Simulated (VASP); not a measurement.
Calculation: PW91 GGA, VASP's PBE PAW potentials (set 64) (plane waves; VASP).

VASP input:

**POSCAR**
```
Pb
1
    0.0000000000     2.5138360894     2.5138360894
    2.5138360894    -0.0000000000     2.5138360894
    2.5138360894     2.5138360894     0.0000000000
Pb
1
Direct
  0.0000000000   0.0000000000   0.0000000000
```

File KPOINTS:
```
Automatic mesh
0
Gamma
11 11 11
0 0 0
```

**INCAR**
```
LASPH = .TRUE.   ! aspherical one-centre terms
LMAXMIX = 4   ! l cut-off of mixed one-centre charges
SYSTEM = Pb
NELM = 100
SIGMA = 0.1   ! width (eV)
ENCUT = 520   ! plane-wave cut-off (eV)
ISMEAR = 1   ! Methfessel-Paxton
ALGO = Normal
ISIF = 3
LCHARG = .FALSE.
EDIFF = 1E-6   ! SCF stop (eV)
LREAL = .FALSE.   ! projection in real space or not
IBRION = 2   ! conjugate gradients
GGA = 91
LWAVE = .FALSE.
EDIFFG = -0.01   ! ionic stop
PREC = Accurate
NSW = 60   ! most ionic steps
```

POTCAR, in this order: Pb_d (PBE.64 set). Program: vasp_std.

The run wrote:

OSZICAR:
```
       N       E                     dE             d eps       ncg     rms          rms(c)
DAV:   1     0.102730509586E+03    0.10273E+03   -0.73828E+03  1238   0.148E+03
DAV:   2     0.109051001502E+01   -0.10164E+03   -0.99958E+02  1256   0.329E+02
DAV:   3    -0.351373750074E+01   -0.46042E+01   -0.45717E+01  1501   0.809E+01
DAV:   4    -0.362178600996E+01   -0.10805E+00   -0.10802E+00  1485   0.135E+01
DAV:   5    -0.362698454584E+01   -0.51985E-02   -0.51984E-02  1576   0.266E+00    0.721E-01
DAV:   6    -0.360487624929E+01    0.22108E-01   -0.39096E-02  1481   0.396E+00    0.298E-01
DAV:   7    -0.360098193131E+01    0.38943E-02   -0.13628E-02  1469   0.219E+00    0.100E-01
DAV:   8    -0.360086527094E+01    0.11666E-03   -0.45082E-04  1681   0.386E-01    0.112E-02
DAV:   9    -0.360086184479E+01    0.34261E-05   -0.11356E-05  1583   0.659E-02    0.529E-03
DAV:  10    -0.360086100754E+01    0.83725E-06   -0.80798E-07   830   0.907E-03
   1 F= -.36008610E+01 E0= -.36008770E+01  d E =-.360086E+01
```

OUTCAR:
```
------------------------ aborting loop because EDIFF is reached ----------------------------------------
  FORCE on cell =-STRESS in cart. coord.  units (eV):
  Direction    XX          YY          ZZ          XY          YZ          ZX
  --------------------------------------------------------------------------------------
  Total       -0.0004030     -0.0004030     -0.0004030      0.0000000     -0.0000000      0.0000000
  in kB       -0.0203222     -0.0203222     -0.0203222      0.0000000     -0.0000000      0.0000000
  external PRESSURE =      -0.0203222 kB  Pullay stress =       0.0000000 kB
  volume of cell :       31.77
      direct lattice vectors                 reciprocal lattice vectors
     0.000000000  2.513836089  2.513836089    -0.198899205  0.198899205  0.198899205
     2.513836089  0.000000000  2.513836089     0.198899205 -0.198899205  0.198899205
     2.513836089  2.513836089  0.000000000     0.198899205  0.198899205 -0.198899205
 POSITION                                       TOTAL-FORCE (eV/Angst)
 -----------------------------------------------------------------------------------
      0.00000      0.00000      0.00000        -0.000000     -0.000000      0.000000
 -----------------------------------------------------------------------------------
    total drift:                               -0.000000     -0.000000     -0.000000
  FREE ENERGIE OF THE ION-ELECTRON SYSTEM (eV)
  ---------------------------------------------------
  free  energy   TOTEN  =        -3.6008610075 eV

  energy  without entropy=       -3.6009088478  energy(sigma->0) =       -3.60087695

 reached required accuracy - stopping structural energy minimisation
```
(Selected blocks of OUTCAR.)

**OUTCAR**
```
 val. band max:        6.7208788927   @ k =   0.3636   0.2727   0.0000

 cond. band min:       6.8089265000   @ k =   0.2727   0.0000   0.0000


 Fermi energy:         6.7481220684

 k-point     1 :       0.0000    0.0000    0.0000
  band No.  band energies     occupation
      1     -10.2799      2.00000
      2     -10.2799      2.00000
      3     -10.2799      2.00000
      4     -10.1576      2.00000
      5     -10.1576      2.00000
      6      -4.6956      2.00000
      7      13.7776      0.00000
      8      13.7776      0.00000
      9      13.7776      0.00000
     10      16.5063      0.00000
     11      17.6172      0.00000

 k-point     2 :       0.0909    0.0000    0.0000
  band No.  band energies     occupation
      1     -10.2799      2.00000
      2     -10.2697      2.00000
      3     -10.2697      2.00000
      4     -10.1579      2.00000
      5     -10.1579      2.00000
      6      -4.5441      2.00000
      7      12.1194      0.00000
      8      13.5935      0.00000
      9      13.5935      0.00000
     10      16.1375      0.00000
     11      18.3989      0.00000

 k-point     3 :       0.1818    0.0000    0.0000
  band No.  band energies     occupation
      1     -10.2812      2.00000
      2     -10.2516      2.00000
      3     -10.2516      2.00000
      4     -10.1493      2.00000
      5     -10.1493      2.00000
      6      -4.0908      2.00000
      7       9.4135      0.00000
      8      13.1620      0.00000
      9      13.1620      0.00000
     10      15.7473      0.00000
     11      18.9760      0.00000

 k-point     4 :       0.2727    0.0000    0.0000
  band No.  band energies     occupation
      1     -10.2860      2.00000
      2     -10.2499      2.00000
      3     -10.2499      2.00000
      4     -10.1151      2.00000
      5     -10.1151      2.00000
      6      -3.3497      2.00000
      7       6.8089      0.15282
      8      12.6817      0.00000
      9      12.6817      0.00000
...
```

Unless said otherwise, spin-orbit coupling is left out, though it shifts the bands of the heavy elements here.

The compound is Pb in the fcc structure. It was relaxed first. The start is the result of an earlier pass.
